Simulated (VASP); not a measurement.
An input for Quantum ESPRESSO's pw.x (written as the equivalent of a VASP run, and not itself run):

```
&CONTROL
  calculation = 'scf'
  pseudo_dir = './pseudo'
  outdir = './out'
  tprnfor = .true.
  tstress = .true.
/
&SYSTEM
  ibrav = 0
  nat = 2
  ntyp = 2
  ecutwfc = 80
  occupations = 'smearing'
  smearing = 'fermi-dirac'
  degauss = 0.003675
  input_dft = 'pz'
/
&ELECTRONS
  conv_thr = 7.3e-08
  electron_maxstep = 100
/
ATOMIC_SPECIES
  Al 26.982 Al.upf
  As 74.922 As.upf
CELL_PARAMETERS angstrom
     0.0000000    2.8300000    2.8300000
     2.8300000    0.0000000    2.8300000
     2.8300000    2.8300000    0.0000000
ATOMIC_POSITIONS crystal
  Al   0.0000000  0.0000000  0.0000000
  As   0.2500000  0.2500000  0.2500000
K_POINTS automatic
  8 8 8 0 0 0
```

### Question
Translate this input to VASP (INCAR, KPOINTS, POSCAR, choice of POTCAR).

### Answer
Several could match; the one computed here: 
INCAR:
```
SYSTEM  =  AlAs
PREC  =  Accurate; ENCUT  =  300; LREAL  =  .FALSE.
LASPH  =  .TRUE.
EDIFF  =  1E-6; NELM  =  100; ALGO  =  Normal
LMAXMIX  =  4
ISMEAR  =  -1; SIGMA  =  0.05
ISIF  =  2
LWAVE  =  .FALSE.; LCHARG  =  .FALSE.
```

### POSCAR
```
AlAs
1
    0.0000000000     2.8300000000     2.8300000000
    2.8300000000     0.0000000000     2.8300000000
    2.8300000000     2.8300000000     0.0000000000
Al As
1 1
Direct
  0.0000000000   0.0000000000   0.0000000000
  0.2500000000   0.2500000000   0.2500000000
```

File KPOINTS:
```
K-points
0
gamma
  8 8 8
```

POTCAR, in this order: Al As (LDA.64 set). Program: vasp_std.

The two are equivalent in intent, not identical: the potentials are each code's own (VASP's PAW set, PseudoDojo norm-conserving files in pw.x), so ENCUT and ecutwfc are chosen apart and not converted; conv_thr bounds pw.x's estimated SCF error, while EDIFF bounds the energy change between steps.

The structure is a typed AlAs crystal (F-43m). The cell was not relaxed at this level. The run is one of a series of settings (GGA removed, POTCAR Al As (LDA.64 set) against the base run), some of them coarse on purpose.
